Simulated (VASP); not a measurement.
VASP ran on this input.

INCAR:
```
SYSTEM = Tl
PREC = Accurate
ENCUT = 520
EDIFF = 1E-6
NELM = 100
ALGO = Normal
LREAL = .FALSE.
LASPH = .TRUE.
ISMEAR = 1
SIGMA = 0.1
GGA = MK
PARAM1 = 0.1234568
PARAM2 = 0.7114
ZAB_VDW = -1.8867
LUSE_VDW = .TRUE.
AGGAC = 0.0
LMAXMIX = 4
LWAVE = .FALSE.
LCHARG = .FALSE.
IBRION = 2
ISIF = 3
NSW = 60
EDIFFG = -0.01
```

### POSCAR
```
Tl
1.0
  1.7300000000  -2.9964480000   0.0000000000
  1.7300000000   2.9964480000   0.0000000000
  0.0000000000   0.0000000000   5.5200000000
Tl
2
Direct
  0.3333330000   0.6666670000   0.2500000000
  0.6666670000   0.3333330000   0.7500000000
```

KPOINTS:
```
Regular mesh
0
Gamma
11 11 6
```

POTCAR, in this order: Tl_d (PBE.64 set). Program: vasp_std.

Question: Write an equivalent input for Quantum ESPRESSO's pw.x.

Answer: One equivalent input (not run):
```
&CONTROL
  calculation = 'vc-relax'
  pseudo_dir = './pseudo'
  outdir = './out'
  tprnfor = .true.
  tstress = .true.
  nstep = 60
  forc_conv_thr = 0.00039
/
&SYSTEM
  ibrav = 0
  nat = 2
  ntyp = 1
  ecutwfc = 60.3
  occupations = 'smearing'
  smearing = 'methfessel-paxton'
  degauss = 0.00735
  input_dft = 'vdw-df2-b86r'
/
&ELECTRONS
  conv_thr = 7.3e-08
  electron_maxstep = 100
/
&IONS
/
&CELL
/
ATOMIC_SPECIES
  Tl 204.380 Tl.upf
CELL_PARAMETERS angstrom
     1.7300000   -2.9964480    0.0000000
     1.7300000    2.9964480    0.0000000
     0.0000000    0.0000000    5.5200000
ATOMIC_POSITIONS crystal
  Tl   0.3333330  0.6666670  0.2500000
  Tl   0.6666670  0.3333330  0.7500000
K_POINTS automatic
  11 11 6 0 0 0
```
What does not carry over: the potentials are each code's own (VASP's PAW set, PseudoDojo norm-conserving files in pw.x), so ENCUT and ecutwfc are chosen apart and not converted; conv_thr bounds pw.x's estimated SCF error, while EDIFF bounds the energy change between steps; forc_conv_thr acts on force components and is met together with etot_conv_thr.

The compound is Tl in the hcp structure. This run relaxes it. Symmetry was kept, so distortions that lower it aren't found.
